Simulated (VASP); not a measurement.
# A point defect in LaSb, part 5 of 5

Wanted: what a point defect costs in LaSb and how the lattice relaxes round it. The start is a cell from a database of measured crystal structures.

VASP 6.6.1, plane waves and PAW; the level of theory is named at each step.

Still holding for the runs below: The k-mesh is coarse for a metal.

So far. Step 5 (Reference La): The run ended after 8 ionic steps, 0.022 eV below its first step, once forces and stress met EDIFFG = -0.02. Step 5 (Reference La): Energy at zero smearing: -10.60120 eV.

## 6. Relaxing the defect

This step: PBEsol; plane waves and PAW (La, Sb) (VASP 6.6.1).

System of this step: La36Sb35. The cell holds 71 atoms: 36 La and 35 Sb. Its edges and angles: a = 13.703 Å, b = 13.703 Å, c = 18.270 Å, α = 60.0°, β = 60.0°, γ = 60.0°. It derives from LaSb. Nearest the centre at fractional (0.167, 0.167, 0.125): La17 at 3.23 Å, La6 at 3.23 Å, La14 at 3.23 Å, La13 at 3.23 Å, La5 at 3.23 Å, La2 at 3.23 Å, Sb39 at 4.57 Å, Sb43 at 4.57 Å.

The host is treated as a metal, since its gap is under 0.3 eV or closed. The run keeps 4 symmetry operations, which cuts the number of k-points but bars distortions that break them. The atoms relax at the host's fixed cell.

INCAR reads:

```
SYSTEM = La36Sb35
PREC = Normal
ENCUT = 300
EDIFF = 1E-05
NELM = 120
ISMEAR = 1
SIGMA = 0.2
LREAL = Auto
ALGO = Fast
GGA = PS
NBANDS = 335
LASPH = .TRUE.
LORBIT = 11
LWAVE = .FALSE.
LCHARG = .TRUE.
IBRION = 2
NSW = 50
ISIF = 2
EDIFFG = -0.03
POTIM = 0.4
MAXMIX = 40
ISYM = 2
```

POSCAR reads:

```
La36Sb35
1.0
    0.0000000000      9.6891782412      9.6891782412
    9.6891782412      0.0000000000      9.6891782412
   12.9189043216     12.9189043216      0.0000000000
La Sb
36 35
Direct
    0.0000000000      0.0000000000      0.0000000000
    0.0000000000      0.0000000000      0.2500000000
    0.0000000000      0.0000000000      0.5000000000
    0.0000000000      0.0000000000      0.7500000000
    0.0000000000      0.3333333300      0.0000000000
    0.0000000000      0.3333333300      0.2500000000
    0.0000000000      0.3333333300      0.5000000000
    0.0000000000      0.3333333300      0.7500000000
    0.0000000000      0.6666666700      0.0000000000
    0.0000000000      0.6666666700      0.2500000000
    0.0000000000      0.6666666700      0.5000000000
    0.0000000000      0.6666666700      0.7500000000
    0.3333333300      0.0000000000      0.0000000000
    0.3333333300      0.0000000000      0.2500000000
    0.3333333300      0.0000000000      0.5000000000
    0.3333333300      0.0000000000      0.7500000000
    0.3333333300      0.3333333300      0.0000000000
    0.3333333300      0.3333333300      0.2500000000
    0.3333333300      0.3333333300      0.5000000000
    0.3333333300      0.3333333300      0.7500000000
    0.3333333300      0.6666666700      0.0000000000
    0.3333333300      0.6666666700      0.2500000000
    0.3333333300      0.6666666700      0.5000000000
    0.3333333300      0.6666666700      0.7500000000
    0.6666666700      0.0000000000      0.0000000000
    0.6666666700      0.0000000000      0.2500000000
    0.6666666700      0.0000000000      0.5000000000
    0.6666666700      0.0000000000      0.7500000000
    0.6666666700      0.3333333300      0.0000000000
    0.6666666700      0.3333333300      0.2500000000
    0.6666666700      0.3333333300      0.5000000000
    0.6666666700      0.3333333300      0.7500000000
    0.6666666700      0.6666666700      0.0000000000
    0.6666666700      0.6666666700      0.2500000000
    0.6666666700      0.6666666700      0.5000000000
    0.6666666700      0.6666666700      0.7500000000
    0.1666666700      0.1666666700      0.3750000000
    0.1666666700      0.1666666700      0.6250000000
    0.1666666700      0.1666666700      0.8750000000
    0.1666666700      0.5000000000      0.1250000000
    0.1666666700      0.5000000000      0.3750000000
    0.1666666700      0.5000000000      0.6250000000
    0.1666666700      0.5000000000      0.8750000000
    0.1666666700      0.8333333300      0.1250000000
    0.1666666700      0.8333333300      0.3750000000
    0.1666666700      0.8333333300      0.6250000000
    0.1666666700      0.8333333300      0.8750000000
    0.5000000000      0.1666666700      0.1250000000
    0.5000000000      0.1666666700      0.3750000000
    0.5000000000      0.1666666700      0.6250000000
    0.5000000000      0.1666666700      0.8750000000
    0.5000000000      0.5000000000      0.1250000000
    0.5000000000      0.5000000000      0.3750000000
    0.5000000000      0.5000000000      0.6250000000
    0.5000000000      0.5000000000      0.8750000000
    0.5000000000      0.8333333300      0.1250000000
    0.5000000000      0.8333333300      0.3750000000
    0.5000000000      0.8333333300      0.6250000000
    0.5000000000      0.8333333300      0.8750000000
    0.8333333300      0.1666666700      0.1250000000
    0.8333333300      0.1666666700      0.3750000000
    0.8333333300      0.1666666700      0.6250000000
    0.8333333300      0.1666666700      0.8750000000
    0.8333333300      0.5000000000      0.1250000000
    0.8333333300      0.5000000000      0.3750000000
    0.8333333300      0.5000000000      0.6250000000
    0.8333333300      0.5000000000      0.8750000000
    0.8333333300      0.8333333300      0.1250000000
    0.8333333300      0.8333333300      0.3750000000
    0.8333333300      0.8333333300      0.6250000000
    0.8333333300      0.8333333300      0.8750000000
```

KPOINTS reads:

```
Automatic mesh
0
Gamma
2 2 2
0 0 0
```

Potentials, in the order of the species: La and Sb (PBE family, release 64).

On the command line:

```sh
> export OMP_NUM_THREADS=5
> mpirun -np 1 vasp_std
```

What it wrote:

```text
[banner, memory and clock lines left out]
running    1 mpi-ranks, on    1 nodes
[...]
Offloading initialized ...    1 GPUs detected
[...]
[... a notice as in an earlier step ...]

 LDA part: xc-table for (Slater+PW92), standard interpolation
 POSCAR, INCAR and KPOINTS ok, starting setup
[...]
entering main loop
       N       E                     dE             d eps       ncg     rms          rms(c)
DAV:   1     0.652845989467E+04    0.65285E+04   -0.12994E+05  4068   0.129E+03
DAV:   2     0.170403371969E+04   -0.48244E+04   -0.47274E+04  5468   0.417E+02
DAV:   3    -0.912771994047E+02   -0.17953E+04   -0.17650E+04  6588   0.284E+02
DAV:   4    -0.393478169933E+03   -0.30220E+03   -0.29309E+03  7078   0.138E+02
[...]
RMM:  24    -0.439368064065E+03    0.33389E+00   -0.29493E-01  6951   0.102E+00    0.230E+00
RMM:  25    -0.439250342691E+03    0.11772E+00   -0.36508E-01  6782   0.677E-01    0.172E+00
RMM:  26    -0.439236452679E+03    0.13890E-01   -0.11740E-01  6670   0.377E-01    0.136E+00
WARNING in EDDRMM: call to ZHEGV failed, returncode =   8  4    165
RMM:  27    -0.439242520668E+03   -0.60680E-02   -0.44956E-02  6876   0.219E-01    0.134E+00
RMM:  28    -0.439255003416E+03   -0.12483E-01   -0.30008E-02  6862   0.184E-01    0.140E+00
RMM:  29    -0.439272049119E+03   -0.17046E-01   -0.15483E-02  6736   0.162E-01    0.142E+00
RMM:  30    -0.439221794094E+03    0.50255E-01   -0.52822E-02  6714   0.314E-01    0.118E+00
[...]
RMM:  36    -0.439208385104E+03    0.11764E-01   -0.14398E-02  6967   0.178E-01    0.701E-01
RMM:  37    -0.439200017139E+03    0.83680E-02   -0.29104E-02  6963   0.199E-01    0.490E-01
RMM:  38    -0.439202485100E+03   -0.24680E-02   -0.49785E-03  6316   0.947E-02    0.491E-01
WARNING in EDDRMM: call to ZHEGV failed, returncode =   6  3    171
RMM:  39    -0.439202640993E+03   -0.15589E-03   -0.36284E-03  5769   0.674E-02    0.478E-01
RMM:  40    -0.439202961236E+03   -0.32024E-03   -0.13658E-03  5232   0.437E-02    0.479E-01
RMM:  41    -0.439203106880E+03   -0.14564E-03   -0.12659E-03  5139   0.368E-02    0.474E-01
RMM:  42    -0.439203176935E+03   -0.70055E-04   -0.61424E-04  4868   0.330E-02    0.472E-01
RMM:  43    -0.439203204247E+03   -0.27312E-04   -0.45965E-04  4855   0.316E-02    0.473E-01
WARNING in EDDRMM: call to ZHEGV failed, returncode =   8  4    153
RMM:  44    -0.439203984380E+03   -0.78013E-03   -0.56258E-04  5824   0.421E-02    0.464E-01
RMM:  45    -0.439205333733E+03   -0.13494E-02   -0.47145E-04  5556   0.424E-02    0.468E-01
RMM:  46    -0.439200212355E+03    0.51214E-02   -0.61440E-03  7477   0.130E-01    0.421E-01
RMM:  47    -0.439200430960E+03   -0.21861E-03   -0.19044E-03  5835   0.474E-02    0.415E-01
WARNING in EDDRMM: call to ZHEGV failed, returncode =   6  3    184
[...]
|     convergence or switching to a different ALGO or adjusting the           |
|     density mixing parameters otherwise.                                    |
|                                                                             |

   1 F= -.43919597E+03 E0= -.43919808E+03  d E =-.439196E+03
[...]
N       E                     dE             d eps       ncg     rms          rms(c)
DAV:   1    -0.439211075057E+03   -0.17728E-01   -0.40754E+00  4992   0.278E+00    0.659E-01
RMM:   2    -0.439273107704E+03   -0.62033E-01   -0.58638E-01  5917   0.186E+00    0.774E-01
RMM:   3    -0.439302289703E+03   -0.29182E-01   -0.25159E-01  6627   0.676E-01    0.694E-01
RMM:   4    -0.439263269963E+03    0.39020E-01   -0.49784E-02  5546   0.517E-01    0.472E-01
[...]
RMM:  19    -0.439254272699E+03    0.14590E-04   -0.19657E-04  4549   0.307E-02    0.665E-02
RMM:  20    -0.439254291487E+03   -0.18787E-04   -0.91610E-05  4015   0.222E-02    0.683E-02
RMM:  21    -0.439254286268E+03    0.52191E-05   -0.50776E-05  3419   0.162E-02
   2 F= -.43925429E+03 E0= -.43925527E+03  d E =-.583174E-01
[...]
trial-energy change:   -0.058317  1 .order   -0.062404   -0.070759   -0.054049
 step:   4.0000(harm=  4.2347)  dis= 0.06649  next Energy=  -439.345789 (dE=-0.150E+00)
[...]
N       E                     dE             d eps       ncg     rms          rms(c)
DAV:   1    -0.439037416758E+03    0.21687E+00   -0.37058E+01  5084   0.842E+00    0.160E+00
RMM:   2    -0.439218186067E+03   -0.18077E+00   -0.20157E+00  5300   0.476E+00    0.121E+00
RMM:   3    -0.439329571912E+03   -0.11139E+00   -0.12731E+00  6377   0.165E+00    0.275E-01
RMM:   4    -0.439342326949E+03   -0.12755E-01   -0.15210E-01  6697   0.589E-01    0.250E-01
[...]
RMM:   9    -0.439349058324E+03    0.24668E-02   -0.39151E-03  6772   0.108E-01    0.200E-01
RMM:  10    -0.439348111128E+03    0.94720E-03   -0.90248E-03  6773   0.135E-01    0.177E-01
RMM:  11    -0.439348285459E+03   -0.17433E-03   -0.23115E-03  6758   0.610E-02    0.170E-01
 hard stop encountered!  aborting job ...
|                                                                             |
|           W    W    AA    RRRRR   N    N  II  N    N   GGGG   !!!           |
|           W    W   A  A   R    R  NN   N  II  NN   N  G    G  !!!           |
|           W    W  A    A  R    R  N N  N  II  N N  N  G       !!!           |
|           W WW W  AAAAAA  RRRRR   N  N N  II  N  N N  G  GGG   !            |
|           WW  WW  A    A  R   R   N   NN  II  N   NN  G    G                |
|           W    W  A    A  R    R  N    N  II  N    N   GGGG   !!!           |
|                                                                             |
|     The electronic self-consistency was not achieved in the given           |
|     number of steps (NELM). The forces and other quantities evaluated       |
|     might not be reliable so examine the results carefully. If you find     |
|     spurious results, we suggest increasing NELM, if you were close to      |
|     convergence or switching to a different ALGO or adjusting the           |
|     density mixing parameters otherwise.                                    |
|                                                                             |

 soft stop encountered!  aborting job ...
   3 F= -.43934829E+03 E0= -.43934651E+03  d E =-.532133E-02
 deleting file STOPCAR
```

Run time: 51 min. Hardware: 1 × NVIDIA H100 80GB HBM3, 81559 MiB with 1 MPI rank of AMD EPYC 7R13 (Zen 3), card shared with another run, shared host; peak memory 2.9 GiB.

The run was stopped at its time limit, so it gives no result of its own.

## 7. Summary of results

```
result : none
```

What this shows: The session ends without its result: «relax the defect» met its time limit.

[Lines on the potential files, build, host, timing and source positions are cut from VASP's logs without a mark.]

[Logs are printed without paths, hosts, clocks, repeated set-up lines and the standing remarks that a program may print on its own settings, such as how far it seeks lower states.]

[Hosts, paths, dates, database ids (printed as entryN), source tags and the programs' standing remarks are cut or masked in the printed files.]

[In band tables of VASP the shares of atoms and orbitals are scaled to a sum of 1 inside the atoms' spheres.]

[Runs that stopped without an error message from VASP are left out.]
